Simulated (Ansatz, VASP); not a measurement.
**WC (Qusongite) in two plane-wave programs**

Wanted: the spread between two codes on one cell, functional and k mesh. The cell is taken from a series of runs on this material, whose earlier steps may have relaxed, scaled, displaced or heated it; both programs get it as it stands.

Main program and level: Ansatz 0.2.0; plane waves, with VASP 6.6.1 beside it; zone-centre phonons at PBEsol.

### Step 1. Set-up

It takes space group P-6m2 (No. 187, hexagonal). Conventional cell: a = 2.841 Å, b = 2.841 Å, c = 2.850 Å, α = 90.00°, β = 90.00°, γ = 120.00°. Nearest to C lie 6 W at 2.17 Å. Nearest to W lie 6 C at 2.17 Å. Farther neighbours are not listed.

Coordinates:

```cif
data_structure
_symmetry_space_group_name_H-M 'P-6m2'
_symmetry_Int_Tables_number 187
_cell_length_a 2.8406
_cell_length_b 2.8406
_cell_length_c 2.8503
_cell_angle_alpha 90.000
_cell_angle_beta 90.000
_cell_angle_gamma 120.000
_cell_volume 19.92
loop_
_atom_site_label
_atom_site_type_symbol
_atom_site_symmetry_multiplicity
_atom_site_Wyckoff_symbol
_atom_site_fract_x
_atom_site_fract_y
_atom_site_fract_z
_atom_site_occupancy
C1 C 1 f 0.66667 0.33333 0.50000 1
W1 W 1 a 0.00000 0.00000 0.00000 1
```

### Step 2. VASP: zone-centre phonons, PBEsol

Second derivatives magnify differences that forces hide, and they need a tight electronic threshold.

Lines of VASP's logs that name or quote its potential files are left out, and so is its time.

The input, INCAR:

```
SYSTEM = WC
PREC = Accurate
ENCUT = 600
EDIFF = 1E-08
NELM = 120
ISMEAR = 1
SIGMA = 0.2
LREAL = .FALSE.
ALGO = Normal
GGA = PS
NBANDS = 11
LASPH = .TRUE.
LORBIT = 11
LWAVE = .FALSE.
LCHARG = .FALSE.
ISIF = 2
IBRION = 8
GGA_COMPAT = .FALSE.
KPAR = 2
```

The input, POSCAR:

```
WC
1.0
    2.8406237404      0.0000000000      0.0000000000
   -1.4203118702      2.4600523218      0.0000000000
    0.0000000000      0.0000000000      2.8503301886
C W
1 1
Direct
    0.6666666667      0.3333333333      0.5000000000
    0.0000000000      0.0000000000      0.0000000000
```

The input, KPOINTS:

```
Automatic mesh
0
Gamma
18 18 16
0 0 0
```

Potentials, in the order of the species: C and W (PBE family, release 64).

Command:

```
mpirun -np 2 vasp_std
```

Numbers of over 12 decimals in the logs are rounded to 6 here.

Output:

```text
[banner, memory and clock lines left out]
running    2 mpi-ranks, on    1 nodes
 distrk:  each k-point on    1 cores,    2 groups
 distr:  one band on    1 cores,    1 groups

 POSCAR found type information on POSCAR C W
 POSCAR found :  2 types and       2 ions
|                                                                             |
|               ----> ADVICE to this user running VASP <----                  |
|                                                                             |
|     You enforced a specific xc type in the INCAR file but a different       |
|     [... a line on the potential file left out ...]
|     I HOPE YOU KNOW WHAT YOU ARE DOING!                                     |
|                                                                             |

 LDA part: xc-table for (Slater+PW92), standard interpolation
 POSCAR, INCAR and KPOINTS ok, starting setup
 FFT: planning ... GRIDC
 FFT: planning ... GRID_SOFT
 FFT: planning ... GRID
 WAVECAR not read
 entering main loop
       N       E                     dE             d eps       ncg     rms          rms(c)
DAV:   1     0.284873114063E+02    0.28487E+02   -0.54999E+03  7326   0.933E+02
DAV:   2    -0.247268871478E+02   -0.53214E+02   -0.50490E+02  8460   0.216E+02
DAV:   3    -0.268597111293E+02   -0.21328E+01   -0.21103E+01  9057   0.363E+01
DAV:   4    -0.268733472103E+02   -0.13636E-01   -0.13632E-01  8106   0.340E+00
DAV:   5    -0.268734040026E+02   -0.56792E-04   -0.56791E-04  8839   0.217E-01    0.369E+01
DAV:   6    -0.240626009848E+02    0.28108E+01   -0.12453E+01  8697   0.217E+01    0.128E+01
DAV:   7    -0.239817265633E+02    0.80874E-01   -0.58913E-01  7557   0.616E+00    0.887E+00
DAV:   8    -0.239397034755E+02    0.42023E-01   -0.86851E-02  8019   0.220E+00    0.187E+00
DAV:   9    -0.239353475488E+02    0.43559E-02   -0.11691E-02  7932   0.697E-01    0.163E-01
DAV:  10    -0.239352837827E+02    0.63766E-04   -0.71541E-04  8593   0.227E-01    0.150E-01
DAV:  11    -0.239352744101E+02    0.93727E-05   -0.70190E-05  8700   0.596E-02    0.132E-02
DAV:  12    -0.239352718951E+02    0.25149E-05   -0.41775E-06  8300   0.136E-02    0.750E-03
DAV:  13    -0.239352719225E+02   -0.27310E-07   -0.19984E-07  8505   0.435E-03    0.787E-04
DAV:  14    -0.239352719054E+02    0.17079E-07   -0.56376E-09  4746   0.598E-04    0.109E-03
DAV:  15    -0.239352719203E+02   -0.14955E-07   -0.20657E-09  3885   0.388E-04    0.315E-04
DAV:  16    -0.239352719177E+02    0.26666E-08   -0.13160E-10  3816   0.118E-04
   1 F= -.23935272E+02 E0= -.23935493E+02  d E =0.661862E-03
 Linear response reoptimize wavefunctions to high precision
DAV:   1    -0.239352719190E+02   -0.13013E-08   -0.17484E-11  4092   0.331E-05
DAV:   2    -0.239352719190E+02    0.72760E-11   -0.11803E-12  3777   0.120E-05
 Linear response DOF=           4
 Linear response progress:
  Degree of freedom:   1/  4
       N       E                     dE             d eps       ncg     rms          rms(c)
RMM:   1    -0.117760844147E+00   -0.11776E+00    0.43924E-02 76473   0.205E+00
RMM:   2    -0.115854577846E+00    0.19063E-02   -0.21193E-03 50573   0.435E-01    0.214E-01
RMM:   3    -0.116144288117E+00   -0.28971E-03   -0.42589E-04 47966   0.142E-01    0.114E-01
RMM:   4    -0.116931365045E+00   -0.78708E-03   -0.31999E-04 47780   0.117E-01    0.255E-02
RMM:   5    -0.116893920731E+00    0.37444E-04   -0.45035E-06 52626   0.202E-02    0.140E-03
RMM:   6    -0.116908940310E+00   -0.15020E-04   -0.31896E-07 52746   0.255E-03    0.523E-04
RMM:   7    -0.116905419108E+00    0.35212E-05    0.12717E-08 53230   0.426E-04    0.854E-05
RMM:   8    -0.116905734821E+00   -0.31571E-06    0.60693E-08 53827   0.868E-05    0.351E-05
RMM:   9    -0.116905587452E+00    0.14737E-06    0.18614E-08 55801   0.220E-05    0.283E-06
RMM:  10    -0.116905575478E+00    0.11974E-07   -0.12462E-09 50663   0.560E-06    0.124E-06
RMM:  11    -0.116905569304E+00    0.61744E-08   -0.13229E-09 42367   0.430E-06    0.396E-07
 first order change of Fermi-energy   0.17234E-06
 force on displaced ion       1 direction 1 : -17.523   0.002   0.000
 Linear response progress:
  Degree of freedom:   2/  4
       N       E                     dE             d eps       ncg     rms          rms(c)
RMM:   1    -0.122600290319E+00   -0.12260E+00    0.69413E-02 27081   0.218E+00
RMM:   2    -0.122015402227E+00    0.58489E-03   -0.22978E-03 17919   0.469E-01    0.199E-01
RMM:   3    -0.122085801777E+00   -0.70400E-04   -0.88391E-04 16929   0.196E-01    0.962E-02
RMM:   4    -0.122999093012E+00   -0.91329E-03   -0.61789E-04 17480   0.148E-01    0.230E-02
RMM:   5    -0.122988231306E+00    0.10862E-04   -0.15209E-05 18411   0.254E-02    0.333E-03
RMM:   6    -0.123027894244E+00   -0.39663E-04   -0.56647E-07 17872   0.661E-03    0.512E-04
RMM:   7    -0.123027759673E+00    0.13457E-06   -0.26632E-08 18908   0.115E-03    0.165E-04
RMM:   8    -0.123026930049E+00    0.82962E-06   -0.20832E-08 18911   0.126E-04    0.592E-05
RMM:   9    -0.123026710176E+00    0.21987E-06   -0.73533E-09 19233   0.471E-05    0.170E-05
RMM:  10    -0.123026601436E+00    0.10874E-06   -0.49825E-09 19403   0.237E-05    0.170E-06
RMM:  11    -0.123026589740E+00    0.11696E-07   -0.27087E-09 19350   0.654E-06    0.971E-07
RMM:  12    -0.123026591759E+00   -0.20187E-08    0.19297E-10 14345   0.366E-06    0.146E-07
 first order change of Fermi-energy   0.43693E-03
 force on displaced ion       1 direction 3 :   0.000   0.000 -16.014
 Linear response progress:
  Degree of freedom:   3/  4
       N       E                     dE             d eps       ncg     rms          rms(c)
RMM:   1    -0.109419338463E+00   -0.10942E+00   -0.86205E-02 64959   0.196E+00
RMM:   2    -0.106540986734E+00    0.28784E-02   -0.18903E-03 49596   0.354E-01    0.213E-01
RMM:   3    -0.105567169877E+00    0.97382E-03   -0.35327E-04 51904   0.115E-01    0.125E-01
RMM:   4    -0.105118800838E+00    0.44837E-03   -0.56026E-04 52033   0.145E-01    0.199E-02
RMM:   5    -0.105133207961E+00   -0.14407E-04    0.48162E-06 53869   0.166E-02    0.375E-03
RMM:   6    -0.105135384120E+00   -0.21762E-05   -0.33807E-07 53767   0.232E-03    0.137E-03
RMM:   7    -0.105135232343E+00    0.15178E-06    0.11329E-07 53353   0.975E-04    0.107E-04
RMM:   8    -0.105134449511E+00    0.78283E-06    0.50185E-08 55151   0.193E-04    0.227E-05
RMM:   9    -0.105134458361E+00   -0.88506E-08    0.82042E-08 56179   0.349E-05    0.529E-06
 first order change of Fermi-energy  -0.57360E-04
 force on displaced ion       2 direction 1 : -17.526   0.002   0.000
 Linear response progress:
  Degree of freedom:   4/  4
       N       E                     dE             d eps       ncg     rms          rms(c)
RMM:   1    -0.116175851131E+00   -0.11618E+00   -0.95571E-02 23888   0.199E+00
RMM:   2    -0.112127811743E+00    0.40480E-02   -0.23984E-03 17484   0.416E-01    0.180E-01
RMM:   3    -0.111528613410E+00    0.59920E-03   -0.21668E-04 18297   0.104E-01    0.995E-02
RMM:   4    -0.111473381717E+00    0.55232E-04   -0.34422E-04 18190   0.125E-01    0.139E-02
RMM:   5    -0.111485697768E+00   -0.12316E-04   -0.40641E-06 19074   0.147E-02    0.497E-03
RMM:   6    -0.111498880042E+00   -0.13182E-04    0.30996E-08 19069   0.213E-03    0.119E-03
RMM:   7    -0.111499808611E+00   -0.92857E-06    0.93553E-09 18695   0.703E-04    0.249E-04
RMM:   8    -0.111499566479E+00    0.24213E-06   -0.11731E-09 19448   0.157E-04    0.729E-05
RMM:   9    -0.111499134174E+00    0.43231E-06   -0.19127E-09 19598   0.555E-05    0.489E-06
RMM:  10    -0.111499110819E+00    0.23355E-07   -0.24400E-10 19924   0.123E-05    0.167E-06
RMM:  11    -0.111499109099E+00    0.17202E-08   -0.64543E-10 16185   0.457E-06    0.250E-07
 first order change of Fermi-energy  -0.79159E-03
 force on displaced ion       2 direction 3 :  -0.000   0.000 -16.015
 Linear response finished
```

Parts of OUTCAR (step 2):

```text
ion  position               nearest neighbor table
   1  0.667  0.333  0.500-   2 2.17   2 2.17   2 2.17   2 2.17   2 2.17   2 2.17
   2  0.000  0.000  0.000-   1 2.17   1 2.17   1 2.17   1 2.17   1 2.17   1 2.17

  LATTYP: Found a hexagonal cell.
 ALAT       =     2.8406237404
 C/A-ratio  =     1.0034170130

 Subroutine GETGRP returns: Found 12 space group operations
 (whereof 12 operations were pure point group operations)

The static configuration has the point symmetry D_3h.

 Found    333 irreducible k-points:

   k-points           NKPTS =    333   k-points in BZ     NKDIM =    333   number of bands    NBANDS=     11

   dimension x,y,z NGX =    24 NGY =   24 NGZ =   24
   dimension x,y,z NGXF=    48 NGYF=   48 NGZF=   48

   ENCUT  =  600.0 eV  44.10 Ry    6.64 a.u.   5.67  5.67  5.69*2*pi/ulx,y,z

   NELECT =      10.0000    total number of electrons

 k-points in reciprocal lattice and weights: Automatic mesh
   0.00000000  0.00000000  0.00000000       0.000
   0.05555556  0.00000000  0.00000000       0.001
   0.11111111  0.00000000  0.00000000       0.001
   0.16666667  0.00000000  0.00000000       0.001
   0.22222222  0.00000000  0.00000000       0.001
   0.27777778  0.00000000  0.00000000       0.001
   0.33333333  0.00000000  0.00000000       0.001
   0.38888889  0.00000000  0.00000000       0.001
   0.44444444  0.00000000  0.00000000       0.001
[...]
0.33333333  0.27777778  0.50000000       0.002
   0.33333333  0.33333333  0.50000000       0.000

 average (electrostatic) potential at core
       1 -45.7936       2 -36.4430

  Total        2.4129475      2.4129475      0.0633535     -0.0000000      0.0000000      0.0000000
  in kB      194.0909274    194.0909274      5.0959858     -0.0000000      0.0000000      0.0000000
  external PRESSURE =     131.0926135 kB  Pullay stress =       0.0000000 kB

  energy-cutoff  :      600.00
  volume of cell :       19.92
      direct lattice vectors                 reciprocal lattice vectors
     2.840623740  0.000000000  0.000000000     0.352035360  0.203247710  0.000000000
    -1.420311870  2.460052322  0.000000000     0.000000000  0.406495419  0.000000000
     0.000000000  0.000000000  2.850330189     0.000000000  0.000000000  0.350836547

 POSITION                                       TOTAL-FORCE (eV/Angst)
 -----------------------------------------------------------------------------------
      1.42031      0.82002      1.42517        -0.000000      0.000000      0.000000
      0.00000      0.00000      0.00000         0.000000      0.000000      0.000000
 -----------------------------------------------------------------------------------
    total drift:                               -0.000000      0.000000      0.000000

 Eigenvectors and eigenvalues of the dynamical matrix
 ----------------------------------------------------

   1 f  =   19.489682 THz   122.457282 2PiTHz  650.105806 cm-1    80.602811 meV
             X         Y         Z           dx          dy          dz
      1.420312  0.820017  1.425165    -0.000000    0.968846    0.000000
      0.000000  0.000000  0.000000    -0.000000   -0.247663    0.000000

   2 f  =   19.489682 THz   122.457282 2PiTHz  650.105806 cm-1    80.602811 meV
             X         Y         Z           dx          dy          dz
      1.420312  0.820017  1.425165     0.968846    0.000000    0.000000
      0.000000  0.000000  0.000000    -0.247663    0.000000    0.000000

   3 f  =   18.631599 THz   117.065792 2PiTHz  621.483261 cm-1    77.054069 meV
             X         Y         Z           dx          dy          dz
      1.420312  0.820017  1.425165    -0.000000    0.000000    0.968850
      0.000000  0.000000  0.000000     0.000000    0.000000   -0.247648

   4 f/i=    0.000212 THz     0.001330 2PiTHz    0.007061 cm-1     0.000875 meV
             X         Y         Z           dx          dy          dz
      1.420312  0.820017  1.425165     0.000000    0.000000   -0.247648
      0.000000  0.000000  0.000000    -0.000000    0.000000   -0.968850

   5 f/i=    0.000526 THz     0.003306 2PiTHz    0.017551 cm-1     0.002176 meV
             X         Y         Z           dx          dy          dz
      1.420312  0.820017  1.425165     0.000000   -0.247663    0.000000
      0.000000  0.000000  0.000000    -0.000000   -0.968846    0.000000

   6 f/i=    0.000526 THz     0.003306 2PiTHz    0.017551 cm-1     0.002176 meV
             X         Y         Z           dx          dy          dz
      1.420312  0.820017  1.425165    -0.247663   -0.000000   -0.000000
      0.000000  0.000000  0.000000    -0.968846   -0.000000    0.000000

 ELASTIC MODULI CONTR FROM IONIC RELAXATION (kBar)
 Direction    XX          YY          ZZ          XY          YZ          ZX
 --------------------------------------------------------------------------------
 XX        -209.0539    209.0539      0.0000      0.0000      0.0000      0.0000
 YY         209.0539   -209.0539      0.0000     -0.0000      0.0000      0.0000
 ZZ           0.0000      0.0000      0.0000      0.0000      0.0000      0.0000
 XY           0.0000     -0.0000      0.0000   -209.0539      0.0000      0.0000
 YZ           0.0000      0.0000      0.0000      0.0000      0.0000      0.0000
 ZX           0.0000      0.0000      0.0000      0.0000      0.0000      0.0000
 --------------------------------------------------------------------------------
```

[end of part 1 of 2]

[Lines on the potential files, build, host, timing and source positions are cut from VASP's logs without a mark.]

[Logs are printed without paths, hosts, clocks, repeated set-up lines and the standing remarks that a program may print on its own settings, such as how far it seeks lower states.]

[Hosts, paths, dates, database ids (printed as entryN), source tags and the programs' standing remarks are cut or masked in the printed files.]
